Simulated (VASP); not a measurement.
```
Bi
1.0
    4.17912    -2.31047    -0.01716
    4.17912     2.31047    -0.01716
    2.91735     0.00000     3.78057
Bi
2
Direct
  0.23683   0.23683   0.23683
  0.76317   0.76317   0.76317
```

Level of theory: vdW-DF-cx, VASP's PBE PAW potentials (set 64) (plane waves; VASP). Settings: 520 eV cut-off, 10×10×10 Γ-centred mesh, first-order Methfessel-Paxton smearing of 0.10 eV, potentials Bi_d.

Question: The ions and cell shape at fixed volume are relaxed. Give the cell that the relaxation ends in.

Answer: 
```
Bi
1.0
    4.24571    -2.28910     0.01796
    4.24571     2.28910     0.01796
    2.99560     0.00000     3.78057
Bi
2
Cartesian
  2.68468   0.00000   0.89197
  8.80235   0.00000   2.92453
```
Space group R-3m (166), at a tolerance of 0.03 Å.

Question: How much energy does the relaxation gain?

Answer: The energy (σ→0) changes by -4.7 meV/atom, in 6 ionic steps.

The compound is Bi in the a7 structure. This cell is one point of a volume scan, at 1.06 of the reference volume. Symmetry was kept, so distortions that lower it aren't found.
